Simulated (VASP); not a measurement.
Write the native input for VASP 6.6.1 that does the following.

* Task: single point
* Functional: r2SCAN
* Potentials or basis: VASP PAW PBE potentials, release 64 (Zn, Br)
* Cutoff: 520 eV
* k mesh: 5 × 4 × 4, shifted
* Occupations: fermi-dirac, width 0.1 eV
* Spin: no spin polarisation
* Dipole correction: no
* Further INCAR settings: ALGO = Normal; EDIFF = 1e-06

Crystal: ZnBr2.

```
Zn Br
1.0
     4.01131    0.06590    0.22161
    -0.04357    4.55265    0.55022
    -0.34711   -1.04424    4.63383
Zn Br
1 2
Direct
  0.39480 0.64065 0.81916
  0.38127 0.18870 0.26223
  0.89275 0.13225 0.74667
```

The cell was built by a generator and needn't be a form met in nature.

The input as run:

POSCAR

```
ZnBr2
1.0
    4.0113070000      0.0659040000      0.2216140000
   -0.0435720000      4.5526550000      0.5502190000
   -0.3471140000     -1.0442350000      4.6338340000
Zn Br
1 2
Direct
    0.3947960000      0.6406470000      0.8191630000
    0.3812750000      0.1887010000      0.2622300000
    0.8927500000      0.1322500000      0.7466690000
```

INCAR.step1

```
ALGO = Normal ; EDIFF = 1E-4
ENCUT = 520 ; GGA = PE
ISMEAR = -5 ; LASPH = T
LCHARG = F ; LREAL = F
LWAVE = T ; NELM = 100
PREC = Accurate ; SIGMA = 0.1
```

INCAR.step2

```
ALGO = Normal ; EDIFF = 1E-6
ENCUT = 520 ; ISIF = 2
ISMEAR = -1 ; ISTART = 1
LASPH = T ; LCHARG = F
LMIXTAU = T ; LORBIT = 11
LREAL = F ; LWAVE = F
METAGGA = R2SCAN ; NELM = 100
PREC = Accurate ; SIGMA = 0.1
```

KPOINTS

```
Automatic mesh
0
Gamma
  5 4 4
  0 0 0.5
```

Potentials or basis: VASP PAW PBE potentials, release 64 (Zn, Br).

Run with:

```sh
$ cat potpaw_PBE.64/Zn/POTCAR potpaw_PBE.64/Br/POTCAR > POTCAR
$ cp INCAR.step1 INCAR
$ mpirun -np 1 vasp_std > vasp.out
$ cp INCAR.step2 INCAR
$ mpirun -np 1 vasp_std > vasp.out
```

Results of the run:

```json
{
 "Pressure": "-1.0 GPa",
 "Largest force": "0.939 eV/Å",
 "Band gap on the k mesh": "none (metal or under the smearing width)",
 "Valence electrons inside the program's atomic spheres": "Zn 10.40; Br 4.83, 4.82"
}
```

Caveat: the PAW data sets were made with another functional, which shifts forces and pressure a little.

Run time: 2.1 min on 1 thread of Intel(R) Xeon(R) Platinum 8488C (Sapphire Rapids), on a shared host, peak memory 0.22 GiB.
